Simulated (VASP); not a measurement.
# Lattice of InSb, functional by functional, part 2 of 2

Aim: relax InSb at several levels of theory and compare the cells. The starting structure is a measured crystal structure from the Crystallography Open Database. The first relaxation on each setting starts from this cell expanded by 3 % in volume.

VASP 6.6.1.

Results so far: PBEsol 34.67 Å³ an atom; LDA 33.62 Å³ an atom; PBE 36.51 Å³ an atom; PBEsol + D3(BJ) 33.47 Å³ an atom.

## Step 6: Relaxation with r2SCAN

Level of this step: r2SCAN; plane waves and PAW (Sb, In_d) (VASP).

r2SCAN adds the kinetic-energy density, costs more than a GGA and is run with LASPH.

The input, INCAR:

```
SYSTEM = InSb
PREC = Accurate
ENCUT = 450
EDIFF = 1E-06
NELM = 100
ISMEAR = 0
SIGMA = 0.05
LREAL = .FALSE.
ALGO = Normal
METAGGA = R2SCAN
LASPH = .TRUE.
NBANDS = 15
LORBIT = 11
LWAVE = .FALSE.
LCHARG = .FALSE.
KPAR = 4
IBRION = 2
NSW = 50
ISIF = 3
EDIFFG = -0.006
```

The input, POSCAR:

```
InSb
1.0
    0.0000000000      3.2711723829      3.2711723829
    3.2711723829      0.0000000000      3.2711723829
    3.2711723829      3.2711723829      0.0000000000
Sb In
1 1
Direct
    0.7500000000      0.7500000000      0.7500000000
    0.0000000000      0.0000000000      0.0000000000
```

The input, KPOINTS:

```
Automatic mesh
0
Gamma
10 10 10
0 0 0
```

The projector-augmented-wave data sets are Sb and In_d (PBE family, release 64).

Command:

```
mpirun -np 4 vasp_std
```

The program printed:

```text
[banner, memory and clock lines left out]
running    4 mpi-ranks, on    1 nodes
[...]
[... a notice as in an earlier step ...]

 LDA part: xc-table for (None), standard interpolation
 POSCAR, INCAR and KPOINTS ok, starting setup
[...]
entering main loop
       N       E                     dE             d eps       ncg     rms          rms(c)
DAV:   1     0.655582433982E+02    0.65558E+02   -0.75630E+03  1410   0.109E+03
DAV:   2    -0.450237067070E+02   -0.11058E+03   -0.10751E+03  1585   0.275E+02
DAV:   3    -0.516600065909E+02   -0.66363E+01   -0.66171E+01  1802   0.749E+01
DAV:   4    -0.518533102102E+02   -0.19330E+00   -0.19326E+00  1813   0.149E+01
[...]
DAV:  12    -0.487667361925E+02   -0.12979E-05   -0.46810E-06  1669   0.152E-02    0.105E-02
DAV:  13    -0.487667339304E+02    0.22621E-05   -0.31629E-06  1809   0.303E-02    0.487E-03
DAV:  14    -0.487667338518E+02    0.78559E-07   -0.72626E-08   852   0.244E-03
   1 F= -.48766734E+02 E0= -.48766701E+02  d E =-.487667E+02
[...]
DAV:   7    -0.487670891991E+02    0.18307E-04   -0.18453E-05  1756   0.303E-02    0.107E-01
DAV:   8    -0.487670872240E+02    0.19751E-05   -0.61408E-05  1833   0.603E-02    0.476E-02
DAV:   9    -0.487670881936E+02   -0.96956E-06   -0.84618E-06  1874   0.298E-02
   2 F= -.48767088E+02 E0= -.48767043E+02  d E =-.354342E-03
 trial-energy change:   -0.000354  1 .order   -0.000391   -0.001368    0.000586
 step:   0.6754(harm=  0.7001)  dis= 0.00000  next Energy=   -48.767185 (dE=-0.451E-03)
[...]
N       E                     dE             d eps       ncg     rms          rms(c)
DAV:   1    -0.487688206756E+02   -0.17335E-02   -0.40718E-02  1823   0.365E+00    0.279E-01
DAV:   2    -0.487673902318E+02    0.14304E-02   -0.28828E-03  1739   0.113E+00    0.978E-02
DAV:   3    -0.487671782343E+02    0.21200E-03   -0.64532E-04  1788   0.494E-01    0.729E-02
DAV:   4    -0.487671792693E+02   -0.10350E-05   -0.18269E-05  1543   0.397E-02    0.668E-02
DAV:   5    -0.487671768642E+02    0.24051E-05   -0.37375E-05  1494   0.380E-02    0.288E-02
DAV:   6    -0.487671765251E+02    0.33916E-06   -0.32466E-06  1760   0.120E-02
   3 F= -.48767177E+02 E0= -.48767133E+02  d E =-.442673E-03
[...]
reached required accuracy - stopping structural energy minimisation
```

Elapsed: 48 s, on 4 MPI ranks of AMD EPYC 9R45, shared host; peak memory 0.77 GiB; 3.2 min of CPU time.

From OUTCAR (step 6):

```text
  Total       -0.0098759     -0.0098759     -0.0098759      0.0000000      0.0000000     -0.0000000
  in kB       -0.2245090     -0.2245090     -0.2245090      0.0000000      0.0000000     -0.0000000
  external PRESSURE =      -0.2245090 kB  Pullay stress =       0.0000000 kB

 POSITION                                       TOTAL-FORCE (eV/Angst)
 -----------------------------------------------------------------------------------
      4.91775      4.91775      4.91775        -0.000000      0.000000      0.000000
      0.00000      0.00000      0.00000         0.000000     -0.000000     -0.000000
 -----------------------------------------------------------------------------------
    total drift:                               -0.000003     -0.000003     -0.000002

  FREE ENERGIE OF THE ION-ELECTRON SYSTEM (eV)
  ---------------------------------------------------
  free  energy   TOTEN  =       -48.7671765251 eV

  energy  without entropy=      -48.7670892418  energy(sigma->0) =      -48.76713288

[... 2 parts as in an earlier step ...]

[... 2 further parts left out ...]
[key lines of the parts left out:]
E-fermi :   4.5742
```

With r2SCAN the relaxed cell holds 35.239 Å³ an atom, +3.69 % against the measured cell, with a = 6.557 Å. That is +1.65 % from PBEsol.

## Step 7: Relaxation with r2SCAN + rVV10

rVV10 adds a nonlocal correlation energy for dispersion.

INCAR: that of step 6 with these lines changed.

```diff
@@ -10,2 +10,6 @@
 METAGGA = R2SCAN
+LUSE_VDW = .TRUE.
+IVDW_NL = 2
+BPARAM = 11.95
+CPARAM = 0.0093
 LASPH = .TRUE.
```

POSCAR is that of step 6.

KPOINTS is that of step 6.

Command:

```
mpirun -np 4 vasp_std
```

The program printed:

```text
[banner, memory and clock lines left out]
running    4 mpi-ranks, on    1 nodes
[...]
|                                                                             |
|               ----> ADVICE to this user running VASP <----                  |
|                                                                             |
|     You have switched on vdW-DFT.                                           |
|     This routine was written and supplied by Jiri Klimes. We recommend      |
|     that you carefully read and cite the following publications:            |
|       J. Klimes, D.R. Bowler, A. Michelides                                 |
|          J. Phys.: Cond Matt. 22 022201 (2010)                              |
|       J. Klimes, D.R. Bowler, A. Michelides                                 |
|          Phys. Rev. B. 83, 195131 (2011)                                    |
|     and references therein.                                                 |
|                                                                             |

[...]
DAV:   7    -0.481702484190E+02    0.10726E-05   -0.70634E-07  1013   0.656E-03    0.324E-02
Total rVV10 correction in eV:      0.5942864    23.4983138
Total rVV10 correction in eV:      0.5942864    23.4983138
Total rVV10 correction in eV:      0.5942864    23.4983138
Total rVV10 correction in eV:      0.5942864    23.4983138
DAV:   8    -0.481702469934E+02    0.14255E-05   -0.45963E-06  1641   0.175E-02    0.298E-03
Total rVV10 correction in eV:      0.5942863    23.4983138
Total rVV10 correction in eV:      0.5942863    23.4983138
Total rVV10 correction in eV:      0.5942863    23.4983138
Total rVV10 correction in eV:      0.5942863    23.4983138
DAV:   9    -0.481702470616E+02   -0.68128E-07   -0.22299E-07   768   0.384E-03
Total rVV10 correction in eV:      0.5942740    23.4983138
Total rVV10 correction in eV:      0.5942740    23.4983138
Total rVV10 correction in eV:      0.5942740    23.4983138
Total rVV10 correction in eV:      0.5942740    23.4983138
Total rVV10 correction in eV:      0.5942829    23.4983138
Total rVV10 correction in eV:      0.5942829    23.4983138
Total rVV10 correction in eV:      0.5942829    23.4983138
Total rVV10 correction in eV:      0.5942829    23.4983138
   3 F= -.48170247E+02 E0= -.48170225E+02  d E =-.386033E-03
[...]
reached required accuracy - stopping structural energy minimisation
```

Wall time 97 s (4 MPI ranks); peak memory 1.3 GiB.

Parts of OUTCAR (step 7):

```text
  Total       -0.0020421     -0.0020421     -0.0020421      0.0000000      0.0000000      0.0000000
  in kB       -0.0470149     -0.0470149     -0.0470149      0.0000000      0.0000000      0.0000000
  external PRESSURE =      -0.0470149 kB  Pullay stress =       0.0000000 kB

 POSITION                                       TOTAL-FORCE (eV/Angst)
 -----------------------------------------------------------------------------------
      4.89698      4.89698      4.89698        -0.000000     -0.000000     -0.000000
      0.00000      0.00000      0.00000         0.000000      0.000000      0.000000
 -----------------------------------------------------------------------------------
    total drift:                               -0.000002     -0.000002     -0.000002

  FREE ENERGIE OF THE ION-ELECTRON SYSTEM (eV)
  ---------------------------------------------------
  free  energy   TOTEN  =       -48.1702470616 eV

  energy  without entropy=      -48.1702020440  energy(sigma->0) =      -48.17022455

[... 2 parts as in an earlier step ...]

[... 2 further parts left out ...]
[key lines of the parts left out:]
E-fermi :   4.7185
```

With r2SCAN + rVV10 the relaxed cell holds 34.795 Å³ an atom, +2.39 % against the measured cell, with a = 6.529 Å. That is +0.37 % from PBEsol.

## Step 8: All runs side by side

| level | volume (Å³/atom) | against the measured cell (%) | a (Å) | pressure left (GPa) | core minutes |
| --- | --- | --- | --- | --- | --- |
| PBEsol | 34.667 | 2.01 | 6.5213 | 0.01 | 0.6 |
| LDA | 33.623 | -1.06 | 6.4552 | 0.0 | 0.84 |
| PBE | 36.514 | 7.45 | 6.6352 | 0.0 | 0.96 |
| PBEsol + D3(BJ) | 33.475 | -1.5 | 6.4457 | 0.01 | 1.01 |
| r2SCAN | 35.239 | 3.69 | 6.557 | -0.02 | 3.2 |
| r2SCAN + rVV10 | 34.795 | 2.39 | 6.5293 | 0.0 | 6.47 |

Core minutes are wall time times ranks, summed over the relaxations behind a row (those for a bulk modulus apart), on shared hosts.

## Step 9: Results

```yaml
volume_pbesol: 34.67 Å³/atom
volume_lda: 33.62 Å³/atom
volume_pbe: 36.51 Å³/atom
volume_pbesol_d3_bj: 33.47 Å³/atom
volume_r2scan: 35.24 Å³/atom
volume_r2scan_rvv10: 34.79 Å³/atom
```

Across 6 levels the volume of InSb spans 9.1 %, from 33.47 Å³ an atom (PBEsol + D3(BJ)) to 36.51 Å³ (PBE). Against the measured volume of the starting structure, LDA comes nearest (-1.1 %) and PBE lies farthest (+7.4 %). The measured cell holds zero-point expansion and, unless it was taken cold, thermal expansion, which the runs lack, so small differences decide nothing. Adding D3(BJ) to PBEsol changes the volume by -3.4 %. Adding rVV10 to r2SCAN changes the volume by -1.3 %. LASPH is on in some of these runs and off in others, which adds a little to the differences. All runs keep the symmetry of the start, so they can't find a distortion of lower symmetry. Further runs on this material are not shown.

[Lines on the potential files, build, host, timing and source positions are cut from VASP's logs without a mark.]

[Logs are printed without paths, hosts, clocks, repeated set-up lines and the standing remarks that a program may print on its own settings, such as how far it seeks lower states.]

[Hosts, paths, dates, database ids (printed as entryN), source tags and the programs' standing remarks are cut or masked in the printed files.]
